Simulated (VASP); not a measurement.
Here is the system:

```
Re
1.0
    1.35366    -2.34460     0.00000
    1.35366     2.34460     0.00000
    0.00000     0.00000     4.38586
Re
2
Direct
  0.33333   0.66667   0.25000
  0.66667   0.33333   0.75000
```

All values below come from PBEsol GGA, VASP's PBE PAW potentials (set 64) (plane waves; VASP). Numerical set-up: 500 eV cut-off, 15×15×8 Γ-centred mesh, first-order Methfessel-Paxton smearing of 0.10 eV, potentials Re.

Unless said otherwise, spin-orbit coupling is left out, though it shifts the bands of the heavy elements here.

Problem. Predict the energy per atom (σ→0), pressure, band gap (on the k-mesh) with the smallest direct gap where there is one.

Solution. 
```json
{
 "band gap (on the k-mesh)": "none (metal, semimetal or under 0.01 eV)",
 "energy per atom (σ→0)": "-13.331 eV/atom",
 "pressure": "19.91 GPa"
}
```

The absolute energy has meaning only against runs of the same code, potentials and settings.

The compound is Re in the hcp structure. It was relaxed first under an external pressure of 20 GPa.
